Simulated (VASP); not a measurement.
BaP2Pb2: single point with r2SCAN

The system is BaP2Pb2.

```
Ba P Pb
1.0
     0.00000    4.40966    0.00000
     4.40966    0.00000    0.00000
     2.20483    2.20483   -7.25690
Ba P Pb
1 2 2
Cartesian
  0.0000 0.0000 0.0000
  2.2048 2.2048 -2.0218
  4.4097 4.4097 -5.2351
  2.2048 4.4097 -3.6284
  4.4097 2.2048 -3.6284
```

The cell was built by a generator and needn't be a form met in nature.

```
Program                : VASP 6.6.1
Task                   : single point
Functional             : r2SCAN
Potentials or basis    : VASP PAW PBE potentials, release 64 (Ba_sv, P, Pb_d)
Cutoff                 : 520 eV
k mesh                 : 4 × 4 × 4
Occupations            : fermi-dirac, width 0.005 eV
Spin                   : no spin polarisation
Dipole correction      : no
Further INCAR settings : ALGO = Normal; EDIFF = 1e-07; NBANDS = 32
```

| Property | Result |
| --- | --- |
| Pressure | 11.1 GPa |
| Largest force | 2.698 eV/Å |
| Band gap on the k mesh | none (metal or under the smearing width) |

Forces in eV/Å, atoms in the order of the input:
```
Ba   0.000  0.000  0.000
P    0.000  0.000  2.698
P    0.000  0.000 -2.698
Pb   0.000  0.000  0.000
Pb   0.000  0.000  0.000
```

Stress tensor (GPa, compression positive):
```
13.16  0.00  0.00
 0.00 13.16  0.00
 0.00  0.00  6.96
```

Levels at points of the mesh, in eV from the Fermi level:
```
           k point  band 20  band 21  band 22  band 23  band 24  band 25  band 26  band 27  band 28  band 29
(0.00, 0.00, 0.00)    -4.89    -2.03    -2.03    -1.81    -1.50    -0.40    -0.28     1.70     1.82     1.82
(0.50, 0.00, 0.00)    -3.30    -3.21    -3.06    -2.01    -1.83     0.53     1.18     1.86     2.31     2.32
(0.50, 0.50, 0.00)    -4.75    -4.49    -4.45    -0.66    -0.37    -0.15     1.29     2.79     3.04     4.19
(0.00, 0.00, 0.50)    -4.83    -3.41    -2.12    -2.12    -1.09     0.06     0.78     0.93     2.02     2.02
```

Run time: 2.4 min on 1 thread of Intel(R) Xeon(R) 6975P-C (Granite Rapids) (shared host), peak memory 0.32 GiB.

Caveat: the k mesh is coarse (spacing up to 0.37 Å⁻¹), so the values aren't converged; the PAW data sets were made with another functional, which shifts forces and pressure a little. Spin-orbit coupling is left out, which matters for the levels of Ba, Pb.
